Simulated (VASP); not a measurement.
Data:

```xyz
1
Lattice="0.0000 1.9031 1.9031 1.9031 0.0000 1.9031 1.9031 1.9031 0.0000" Properties=species:S:1:pos:R:3 pbc="T T T"
Rh     0.0000     0.0000     0.0000
```

Level of theory: rev-vdW-DF2, VASP's PBE PAW potentials (set 64) (plane waves; VASP). Numerical set-up: 520 eV cut-off, Gaussian smearing of 0.050 eV, potentials Rh_pv.

Task: Give the energies of bands 4 to 9 at the high-symmetry points, in eV from the Fermi level.

Result: 
```csv
band,Γ,X,U,L,W
4,-7.92,-6.27,-5.47,-6.09,-4.98
5,-3.06,-5.91,-4.72,-3.14,-3.77
6,-3.06,0.54,-2.04,-3.14,-3.77
7,-3.06,0.99,-0.69,0.57,-1.20
8,-0.99,0.99,0.38,0.57,0.99
9,-0.99,3.30,7.88,0.80,9.63
```

It has no gap at this level: it comes out as a metal or semimetal.

The compound is Rh in the fcc structure. It was relaxed first.
